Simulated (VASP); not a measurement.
Data:

```
Ta
1.0
   -1.64192     1.64192     1.64192
    1.64192    -1.64192     1.64192
    1.64192     1.64192    -1.64192
Ta
1
Direct
  0.00000   0.00000   0.00000
```

All values below come from PBEsol GGA, VASP's PBE PAW potentials (set 64) (plane waves; VASP 6.6.1). Numerical set-up: 400 eV cut-off, Gaussian smearing of 0.050 eV, potentials Ta_pv.

### Question
Give the energies of bands 4 to 8 at the high-symmetry points, in eV from the Fermi level.

### Answer

```
band      Γ      H      N      P
----  -----  -----  -----  -----
4     -7.97  -3.90  -4.45  -1.22
5      0.74  -3.90  -1.59  -1.22
6      0.74   7.00   1.71  -1.22
7      0.74   7.00   3.96   5.19
8      4.07   7.00   5.01   5.19
```

It has no gap at this level: it comes out as a metal or semimetal.

The compound is Ta in the bcc structure. It was relaxed first.
